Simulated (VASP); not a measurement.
Input:

```yaml
crystal:
  lattice:
    - [0.00000, 2.56698, 2.56698]
    - [2.56698, 0.00000, 2.56698]
    - [2.56698, 2.56698, 0.00000]
  atoms:
    - { symbol: Sr, position: [0.00000, 0.00000, 0.00000] }
    - { symbol: O, position: [0.50000, 0.50000, 0.50000] }
```

These are PBEsol GGA with spin-orbit coupling, VASP's PBE PAW potentials (set 64) (plane waves; VASP) values and carry that method's errors. Settings: 520 eV cut-off, 8×8×8 Γ-centred mesh, Gaussian smearing of 0.050 eV, potentials Sr_sv O.

**Question.** What does the run give for the energy per atom (σ→0), band gap (over mesh and band path) with the smallest direct gap where there is one?

**Answer.** 
```json
{
 "band gap (over mesh and band path)": "3.13 eV",
 "smallest direct gap (over mesh and band path)": "3.20 eV",
 "energy per atom (σ→0)": "-6.364 eV/atom"
}
```

The absolute energy has meaning only against runs of the same code, potentials and settings.

The compound is SrO in the rock salt structure. It was relaxed first.
